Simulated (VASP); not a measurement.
Output of a VASP run:

File OUTCAR:
```
 ion  position               nearest neighbor table
   1  0.000  0.000  0.000-   2 2.93   3 2.93   4 2.93   2 2.93   3 2.93   2 2.93   4 2.93   2 2.93
                             3 2.93   4 2.93   3 2.93   4 2.93
   2  0.000  0.500  0.500-   1 2.93   3 2.93   4 2.93   1 2.93   4 2.93   1 2.93   3 2.93   1 2.93
                             3 2.93   4 2.93   4 2.93   3 2.93
   3  0.500  0.000  0.500-   1 2.93   2 2.93   4 2.93   1 2.93   4 2.93   2 2.93   4 2.93   4 2.93
                             1 2.93   2 2.93   1 2.93   2 2.93
   4  0.500  0.500  0.000-   1 2.93   2 2.93   3 2.93   2 2.93   3 2.93   1 2.93   3 2.93   3 2.93
                             1 2.93   2 2.93   2 2.93   1 2.93
  LATTYP: Found a simple cubic cell.
 ALAT       =     4.1447567746
 Subroutine PRICEL returns:
 Original cell was already a primitive cell.
 Subroutine GETGRP returns: Found 48 space group operations
The static configuration has the point symmetry O_h .
The dynamic configuration has the point symmetry O_h .
 Subroutine INISYM returns: Found 48 space group operations
 Subroutine IBZKPT returns following result:
 Found     35 irreducible k-points:

 Following reciprocal coordinates:
            Coordinates               Weight
  0.000000  0.000000  0.000000      1.000000
  0.125000  0.000000  0.000000      6.000000
  0.250000  0.000000  0.000000      6.000000
  0.375000  0.000000  0.000000      6.000000
  0.500000  0.000000  0.000000      3.000000
  0.125000  0.125000  0.000000     12.000000
  0.250000  0.125000  0.000000     24.000000
  0.375000  0.125000  0.000000     24.000000
  0.500000  0.125000  0.000000     12.000000
  0.250000  0.250000  0.000000     12.000000
  0.375000  0.250000  0.000000     24.000000
  0.500000  0.250000  0.000000     12.000000
  0.375000  0.375000  0.000000     12.000000
  0.500000  0.375000  0.000000     12.000000
  0.500000  0.500000  0.000000      3.000000
  0.125000  0.125000  0.125000      8.000000
  0.250000  0.125000  0.125000     24.000000
  0.375000  0.125000  0.125000     24.000000
  0.500000  0.125000  0.125000     12.000000
  0.250000  0.250000  0.125000     24.000000
  0.375000  0.250000  0.125000     48.000000
  0.500000  0.250000  0.125000     24.000000
  0.375000  0.375000  0.125000     24.000000
  0.500000  0.375000  0.125000     24.000000
  0.500000  0.500000  0.125000      6.000000
  0.250000  0.250000  0.250000      8.000000
  0.375000  0.250000  0.250000     24.000000
  0.500000  0.250000  0.250000     12.000000
  0.375000  0.375000  0.250000     24.000000
  0.500000  0.375000  0.250000     24.000000
  0.500000  0.500000  0.250000      6.000000
  0.375000  0.375000  0.375000      8.000000
  0.500000  0.375000  0.375000     12.000000
  0.500000  0.500000  0.375000      6.000000
  0.500000  0.500000  0.500000      1.000000
   k-points           NKPTS =     35   k-points in BZ     NKDIM =     35   number of bands    NBANDS=     14
   number of dos      NEDOS =    301   number of ions     NIONS =      4
   total plane-waves  NPLWV =  32768
   dimension x,y,z NGX =    32 NGY =   32 NGZ =   32
   dimension x,y,z NGXF=    64 NGYF=   64 NGZF=   64
   ions per type =               1   3
   PREC   = accura    normal or accurate (medium, high low for compatibility)
   ISTART =      0    job   : 0-new  1-cont  2-samecut
   ICHARG =      2    charge: 1-file 2-atom 10-const
   ISPIN  =      1    spin polarized calculation?
   LNONCOLLINEAR =      F non collinear calculations
   LSORBIT =      F    spin-orbit coupling
   INIWAV =      1    electr: 0-lowe 1-rand  2-diag
   ENCUT  =  520.0 eV  38.22 Ry    6.18 a.u.   7.71  7.71  7.71*2*pi/ulx,y,z
   NELM   =    100;   NELMIN=  2; NELMDL= -5     # of ELM steps
   EDIFF  = 0.1E-06   stopping-criterion for ELM
   LREAL  =      F    real-space projection
   NLSPLINE    = F    spline interpolate recip. space projectors
   LMAXMIX     =    4 max onsite mixed and CHGCAR
   VOSKOWN=      0    Vosko Wilk Nusair interpolation
   EDIFFG = 0.1E-05   stopping-criterion for IOM
   NSW    =      0    number of steps for IOM
   NBLOCK =      1;   KBLOCK =      1    inner block; outer block
...
```

### OSZICAR
```
       N       E                     dE             d eps       ncg     rms          rms(c)
DAV:   1     0.119020926279E+03    0.11902E+03   -0.84805E+03   980   0.129E+03
DAV:   2    -0.116138704158E+02   -0.13063E+03   -0.12899E+03   980   0.367E+02
DAV:   3    -0.201661200814E+02   -0.85522E+01   -0.81734E+01  1558   0.743E+01
DAV:   4    -0.203260614960E+02   -0.15994E+00   -0.15954E+00  1414   0.104E+01
DAV:   5    -0.203287595583E+02   -0.26981E-02   -0.26967E-02  1408   0.147E+00    0.833E+00
DAV:   6    -0.193588771405E+02    0.96988E+00   -0.50844E+00  1620   0.257E+01    0.288E+00
DAV:   7    -0.193096006831E+02    0.49276E-01   -0.10597E-01  1290   0.297E+00    0.170E+00
DAV:   8    -0.192844674496E+02    0.25133E-01   -0.45383E-02  1526   0.195E+00    0.250E-01
DAV:   9    -0.192842505684E+02    0.21688E-03   -0.41276E-03  1288   0.793E-01    0.122E-01
DAV:  10    -0.192841377948E+02    0.11277E-03   -0.42781E-04  1620   0.257E-01    0.641E-02
DAV:  11    -0.192841475275E+02   -0.97326E-05   -0.37424E-05  1626   0.519E-02    0.563E-02
DAV:  12    -0.192841286951E+02    0.18832E-04   -0.12120E-04  1596   0.133E-01    0.470E-03
DAV:  13    -0.192841284192E+02    0.27592E-06   -0.32844E-06  1546   0.202E-02    0.967E-04
DAV:  14    -0.192841284641E+02   -0.44878E-07   -0.53175E-08   796   0.184E-03
   1 F= -.20169547E+02 E0= -.20168725E+02  d E =-.246513E-02
```

File OUTCAR:
```
------------------------ aborting loop because EDIFF is reached ----------------------------------------
 Edisp (eV)   -0.88542
  FORCE on cell =-STRESS in cart. coord.  units (eV):
  Direction    XX          YY          ZZ          XY          YZ          ZX
  --------------------------------------------------------------------------------------
  Total      -2.02677    -2.02677    -2.02677     0.00000    -0.00000     0.00000
  in kB     -45.60554   -45.60554   -45.60554     0.00000    -0.00000     0.00000
  external pressure =      -45.61 kB  Pullay stress =        0.00 kB
  volume of cell :       71.20
      direct lattice vectors                 reciprocal lattice vectors
     4.144756775  0.000000000  0.000000000     0.241268681  0.000000000  0.000000000
     0.000000000  4.144756775  0.000000000     0.000000000  0.241268681  0.000000000
     0.000000000  0.000000000  4.144756775     0.000000000  0.000000000  0.241268681
 POSITION                                       TOTAL-FORCE (eV/Angst)
 -----------------------------------------------------------------------------------
      0.00000      0.00000      0.00000         0.000000      0.000000      0.000000
      0.00000      2.07238      2.07238         0.000000      0.000000      0.000000
      2.07238      0.00000      2.07238         0.000000      0.000000      0.000000
      2.07238      2.07238      0.00000         0.000000      0.000000      0.000000
 -----------------------------------------------------------------------------------
    total drift:                                0.000000      0.000000      0.000000
  FREE ENERGIE OF THE ION-ELECTRON SYSTEM (eV)
  ---------------------------------------------------
  free  energy   TOTEN  =       -20.1695467284 eV

  energy  without entropy=      -20.1670815957  energy(sigma->0) =      -20.16872502
```
(Selected blocks of OUTCAR.)

POSCAR:
```
Al3Sc
1
    4.1447567746     0.0000000000     0.0000000000
    0.0000000000     4.1447567746     0.0000000000
    0.0000000000     0.0000000000     4.1447567746
Sc Al
1 3
Direct
  0.0000000000   0.0000000000   0.0000000000
  0.0000000000   0.5000000000   0.5000000000
  0.5000000000   0.0000000000   0.5000000000
  0.5000000000   0.5000000000   0.0000000000
```

Question: Write an INCAR and KPOINTS that could have produced this output.

Answer: This is not unique; one that fits is the input of the run itself, PBE GGA with D3 dispersion (zero damping), plane waves, VASP's PBE PAW potentials (set 64).

### INCAR
```
SYSTEM = Al3Sc
PREC = Accurate
ENCUT = 520
EDIFF = 1E-7
NELM = 100
ALGO = Normal
LREAL = .FALSE.
LASPH = .TRUE.
ISMEAR = 1
SIGMA = 0.1
GGA = PE
IVDW = 11
LMAXMIX = 4
LWAVE = .FALSE.
LCHARG = .FALSE.
ISIF = 2
```

File KPOINTS:
```
Automatic mesh
0
Gamma
8 8 8
0 0 0
```

POTCAR, in this order: Sc_sv Al (PBE.64 set). Program: vasp_std.

The compound is Al3Sc in the L1_2 structure. This cell is one point of a volume scan, at 1.06 of the reference volume.
